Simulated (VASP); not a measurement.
# Zr3W: relaxation of cell and atoms with PBE

Crystal: Zr3W.

```
CELL_PARAMETERS angstrom
2.67861 1.54650 2.70199
-2.67861 1.54650 2.70199
0.00000 -3.09299 2.70199
ATOMIC_POSITIONS crystal
Zr 0.50000 0.50000 0.00000
Zr 0.00000 0.50000 0.50000
Zr 0.50000 0.00000 0.50000
W 0.00000 0.00000 0.00000
```

The cell was built by a generator and needn't be a form met in nature.

The cell isn't the ideal one: random cell by space group and Wyckoff sites (R-3m, No. 166).

```yaml
Program: VASP 6.6.1
Task: relaxation of cell and atoms
Functional: PBE
Potentials_or_basis: VASP PAW PBE potentials, release 64 (Zr_sv, W_sv)
Cutoff: 600 eV
k_mesh: 5 × 5 × 5
Occupations: gaussian, width 0.2 eV
Spin: no spin polarisation
Dipole_correction: no
Further_INCAR_settings: ALGO = Normal; EDIFF = 1e-06; IBRION = 2; EDIFFG = -0.08; NSW = 36; ISIF = 3
```

```json
{"Relaxed volume": "20.96 Å³/atom", "Relaxed cell": "a = 4.377 Å, b = 4.377 Å, c = 4.377 Å, α = 89.96°, β = 89.96°, γ = 89.96°", "Space group after relaxing (to 0.05 Å)": "Pm-3m (No. 221)", "Energy gained by relaxing": "570.7 meV/atom", "Ionic steps": "13", "Pressure after relaxing": "0.6 GPa", "Band gap on the k mesh": "none (metal or under the smearing width)"}
```

The path:
| step | energy change (eV) | largest force (eV/Å) | pressure (GPa) | volume (Å³) |
| --- | --- | --- | --- | --- |
| 1 | 0.0000 | 0.0000 | 42.17 | 67.16 |
| 2 | 0.9559 | 0.0000 | -22.03 | 119.27 |
| 3 | -2.1031 | 0.0000 | -3.21 | 86.66 |
| 4 | -2.1149 | 0.0000 | -1.64 | 85.43 |
| 5 | -2.1159 | 0.0000 | -1.03 | 84.98 |
| 6 | -2.1912 | 0.0000 | 0.40 | 83.87 |
| 7 | -2.2245 | 0.0000 | 2.10 | 82.69 |
| 8 | -2.2290 | 0.0000 | 3.01 | 82.16 |
| 9 | -2.2726 | 0.0000 | -0.25 | 84.38 |
| 10 | -2.2753 | 0.0000 | -1.18 | 85.03 |
| 11 | -2.2812 | 0.0000 | -1.03 | 84.93 |
| 12 | -2.2812 | 0.0000 | -1.04 | 84.93 |
| 13 | -2.2830 | 0.0000 | 0.55 | 83.83 |

Final structure:
```xyz
4
Lattice="3.0937 1.7862 2.5285 -3.0937 1.7862 2.5285 0.0000 -3.5723 2.5285" Properties=species:S:1:pos:R:3 pbc="T T T"
Zr    0.0000    1.7862    2.5285
Zr    1.5469    0.8931    5.0569
Zr    1.5469   -0.8931    2.5285
W     0.0000    0.0000    0.0000
```

Levels at points of the mesh, in eV from the Fermi level:
```tsv
k point	band 22	band 23	band 24	band 25	band 26	band 27	band 28	band 29
(0.00, 0.00, 0.00)	-2.77	-2.77	0.60	0.61	0.61	3.09	3.10	3.14
```

Run time: 4.2 min on 1 thread of Intel(R) Xeon(R) Platinum 8559C (Emerald Rapids) (shared host), peak memory 0.23 GiB.

Caveat: the volume moved by over 15 % at a fixed basis, so the end points are rough; the relaxation stopped at a loose force limit of 0.08 eV/Å, so its end isn't a converged minimum. The run has no spin-orbit coupling, so splittings on W are missing.
